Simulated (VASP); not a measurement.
Set up this calculation in VASP 6.6.1, as the native input.

- Task: atomic charges
- Functional: PBE
- Potentials or basis: VASP PAW PBE potentials, release 64 (Hf_pv, Pd, Se, Br, O)
- Cutoff: 520 eV
- k mesh: 8 × 8 × 2
- Occupations: fermi-dirac, width 0.05 eV
- Spin: no spin polarisation
- Further INCAR settings: ALGO = Normal; EDIFF = 1e-06

The structure of Hf2Pd2Se2Br2O3 lies in POSCAR:

```
Hf2Pd2Se2Br2O3
1.0
    7.6772200000     -1.7097100000      0.0000000000
    7.6772200000      1.7097100000      0.0000000000
   -3.9994100000      0.0000000000     12.5875400000
Hf Pd Se Br O
2 2 2 2 3
Direct
    0.0548600000      0.0548600000      0.9385600000
    0.3937200000      0.3937200000      0.7169100000
    0.8208000000      0.8208000000      0.4903600000
    0.6771400000      0.6771400000      0.2569300000
    0.0776800000      0.0776800000      0.1543500000
    0.2100900000      0.2100900000      0.4120000000
    0.4135500000      0.4135500000      0.9548000000
    0.7539600000      0.7539600000      0.7134900000
    0.4029900000      0.4029900000      0.5787300000
    0.6144600000      0.6144600000      0.9269800000
    0.9690600000      0.9690600000      0.7783100000
```

The cell was built by a generator and needn't be a form met in nature.

One way to write it, as run:

INCAR

```
PREC     = Accurate       # precision mode
ENCUT    = 520            # plane-wave cutoff, eV
EDIFF    = 1E-6           # SCF threshold, eV
ISMEAR   = -1             # smearing method
SIGMA    = 0.05           # smearing width, eV
LREAL    = False          # projectors in reciprocal space
LASPH    = True           # aspherical terms in the spheres
NELM     = 60             # most SCF steps
ALGO     = Normal         # electronic algorithm
ISIF     = 2              # what is computed and relaxed
LWAVE    = False          # write WAVECAR
LCHARG   = False          # write CHGCAR
GGA      = PE             # functional
LORBIT   = 11             # projections on sites
KPAR     = 4
```

KPOINTS

```
regular mesh
0
Gamma
  8 8 2
```

Potentials or basis: VASP PAW PBE potentials, release 64 (Hf_pv, Pd, Se, Br, O).

The run is started by

```console
$ cat potpaw_PBE.64/Hf_pv/POTCAR potpaw_PBE.64/Pd/POTCAR potpaw_PBE.64/Se/POTCAR potpaw_PBE.64/Br/POTCAR potpaw_PBE.64/O/POTCAR > POTCAR
$ mpirun -np 4 vasp_std > vasp.out
```

It gave:

The pressure is -0.4 GPa, the largest force is 0.143 eV/Å and the band gap on the k mesh is 0.83 eV, indirect (least direct gap 0.87 eV). The valence electrons inside the program's atomic spheres are Hf 8.39, 8.46; Pd 9.35, 9.42; Se 3.82, 3.78; Br 4.90; O 4.98, 5.05, 5.07.

Caveat: spin-orbit coupling is left out, which moves the levels of the heavy elements.

Run time: 16 min on 4 MPI ranks on AMD EPYC 7R43 64-Core Processor (Zen 3), on a shared host, peak memory 1.2 GiB a rank.
